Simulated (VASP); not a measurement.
OSZICAR of a VASP run on SnO (litharge):

### OSZICAR
```
       N       E                     dE             d eps       ncg     rms          rms(c)
DAV:   1     0.400892758261E+03    0.40089E+03   -0.20652E+04  1440   0.240E+03
DAV:   2     0.332596559743E+02   -0.36763E+03   -0.36176E+03  1536   0.560E+02
DAV:   3    -0.231635773743E+02   -0.56423E+02   -0.55695E+02  1776   0.192E+02
DAV:   4    -0.253782583357E+02   -0.22147E+01   -0.22125E+01  1600   0.433E+01
DAV:   5    -0.254434768817E+02   -0.65219E-01   -0.65210E-01  1912   0.731E+00    0.119E+01
DAV:   6    -0.214633098175E+02    0.39802E+01   -0.30890E+01  2408   0.559E+01    0.530E+00
DAV:   7    -0.213886883309E+02    0.74621E-01   -0.30502E+00  1672   0.106E+01    0.268E+00
DAV:   8    -0.214061132600E+02   -0.17425E-01   -0.71603E-01  2024   0.561E+00    0.113E+00
DAV:   9    -0.213829957895E+02    0.23117E-01   -0.20918E-01  2232   0.351E+00    0.315E-01
DAV:  10    -0.213876025012E+02   -0.46067E-02   -0.30156E-02  1968   0.129E+00    0.305E-01
DAV:  11    -0.213857556159E+02    0.18469E-02   -0.13291E-02  2176   0.854E-01    0.329E-02
DAV:  12    -0.213859285387E+02   -0.17292E-03   -0.10835E-03  1560   0.202E-01    0.549E-02
DAV:  13    -0.213859336980E+02   -0.51593E-05   -0.17101E-04  2000   0.115E-01    0.136E-02
DAV:  14    -0.213859330628E+02    0.63518E-06   -0.13486E-05  1792   0.271E-02    0.434E-03
DAV:  15    -0.213859335686E+02   -0.50583E-06   -0.16432E-06  2040   0.142E-02    0.439E-03
DAV:  16    -0.213859335447E+02    0.23904E-07   -0.65987E-07  1648   0.710E-03
   1 F= -.21385934E+02 E0= -.21385934E+02  d E =-.213859E+02
       N       E                     dE             d eps       ncg     rms          rms(c)
DAV:   1    -0.213846986547E+02    0.12349E-02   -0.11382E+01  1680   0.210E+01    0.882E-01
DAV:   2    -0.214211679113E+02   -0.36469E-01   -0.39838E-01  2088   0.516E+00    0.342E-01
DAV:   3    -0.214203237529E+02    0.84416E-03   -0.63758E-03  1776   0.770E-01    0.231E-01
DAV:   4    -0.214197462849E+02    0.57747E-03   -0.14658E-03  2160   0.620E-01    0.441E-02
DAV:   5    -0.214197754908E+02   -0.29206E-04   -0.36929E-04  1648   0.189E-01    0.157E-02
DAV:   6    -0.214197790700E+02   -0.35792E-05   -0.34433E-05  1840   0.742E-02    0.717E-03
DAV:   7    -0.214197812940E+02   -0.22239E-05   -0.51417E-06  1840   0.198E-02    0.334E-03
DAV:   8    -0.214197818756E+02   -0.58166E-06   -0.16437E-06  1392   0.102E-02    0.840E-04
DAV:   9    -0.214197821395E+02   -0.26386E-06   -0.20587E-07  1312   0.733E-03    0.572E-04
DAV:  10    -0.214197821662E+02   -0.26719E-07   -0.77603E-08  1032   0.221E-03
   2 F= -.21419782E+02 E0= -.21419782E+02  d E =-.338486E-01
       N       E                     dE             d eps       ncg     rms          rms(c)
DAV:   1    -0.214140286466E+02    0.57535E-02   -0.38435E+00  1696   0.121E+01    0.505E-01
DAV:   2    -0.214259144905E+02   -0.11886E-01   -0.13045E-01  2112   0.308E+00    0.200E-01
DAV:   3    -0.214255712437E+02    0.34325E-03   -0.15247E-03  1768   0.429E-01    0.131E-01
DAV:   4    -0.214253808000E+02    0.19044E-03   -0.46279E-04  2048   0.370E-01    0.246E-02
DAV:   5    -0.214253919284E+02   -0.11128E-04   -0.14321E-04  1704   0.122E-01    0.990E-03
DAV:   6    -0.214253922875E+02   -0.35913E-06   -0.13986E-05  1840   0.495E-02    0.451E-03
DAV:   7    -0.214253931013E+02   -0.81374E-06   -0.18260E-06  2000   0.141E-02    0.217E-03
DAV:   8    -0.214253932597E+02   -0.15845E-06   -0.54866E-07  1312   0.604E-03    0.488E-04
DAV:   9    -0.214253934037E+02   -0.14394E-06   -0.70234E-08  1184   0.439E-03    0.354E-04
DAV:  10    -0.214253934131E+02   -0.94115E-08   -0.27609E-08   880   0.134E-03
   3 F= -.21425393E+02 E0= -.21425393E+02  d E =-.394599E-01
       N       E                     dE             d eps       ncg     rms          rms(c)
DAV:   1    -0.214627629123E+02   -0.37370E-01   -0.16440E+00  1536   0.108E+01    0.108E+00
DAV:   2    -0.214442974000E+02    0.18466E-01   -0.67762E-02  1808   0.340E+00    0.653E-01
DAV:   3    -0.214339039469E+02    0.10393E-01   -0.13376E-02  2008   0.137E+00    0.146E-01
DAV:   4    -0.214336905615E+02    0.21339E-03   -0.21523E-03  1992   0.440E-01    0.491E-02
DAV:   5    -0.214336926069E+02   -0.20455E-05   -0.29659E-04  1616   0.169E-01    0.113E-02
DAV:   6    -0.214336924795E+02    0.12748E-06   -0.27702E-05  1976   0.622E-02    0.513E-03
DAV:   7    -0.214336932967E+02   -0.81722E-06   -0.61618E-06  1720   0.183E-02    0.290E-03
DAV:   8    -0.214336933486E+02   -0.51944E-07   -0.92323E-07  1440   0.827E-03
   4 F= -.21433693E+02 E0= -.21433693E+02  d E =-.829994E-02
       N       E                     dE             d eps       ncg     rms          rms(c)
DAV:   1    -0.215430342150E+02   -0.10934E+00   -0.57837E+00  1552   0.202E+01    0.202E+00
DAV:   2    -0.214772592112E+02    0.65775E-01   -0.23046E-01  1816   0.605E+00    0.122E+00
DAV:   3    -0.214404247899E+02    0.36834E-01   -0.51510E-02  1960   0.243E+00    0.255E-01
DAV:   4    -0.214398513798E+02    0.57341E-03   -0.72529E-03  1904   0.822E-01    0.904E-02
DAV:   5    -0.214398645206E+02   -0.13141E-04   -0.96675E-04  1848   0.320E-01    0.347E-02
DAV:   6    -0.214398529229E+02    0.11598E-04   -0.22731E-04  1992   0.150E-01    0.890E-03
DAV:   7    -0.214398554966E+02   -0.25737E-05   -0.27585E-05  1728   0.432E-02    0.519E-03
DAV:   8    -0.214398562302E+02   -0.73363E-06   -0.24983E-06  1640   0.134E-02    0.277E-03
DAV:   9    -0.214398563534E+02   -0.12322E-06   -0.13529E-06  1520   0.820E-03    0.104E-03
DAV:  10    -0.214398564091E+02   -0.55629E-07   -0.18251E-07  1120   0.390E-03
   5 F= -.21439856E+02 E0= -.21439856E+02  d E =-.144630E-01
```

**Question.** Which electronic solver shows in the log?

**Answer.** It is blocked Davidson (ALGO = Normal, or the opening steps of other solvers). The INCAR had ALGO = Normal.

**Question.** Can the final energy be trusted as converged?

**Answer.** The run converged. It stopped with EDIFF = 1E-7, NELM = 100, NSW = 30 and EDIFFG = -0.01 after 5 ionic steps (revPBE GGA, plane waves, VASP's PBE PAW potentials (set 64)). Without a dispersion term in the relaxation, distances and binding between the weakly bound layers, chains or molecules are unreliable, and so is what depends on them.

The compound is SnO in the litharge structure. This cell is one point of a volume scan, at 1.06 of the reference volume. Symmetry was kept, so distortions that lower it aren't found.
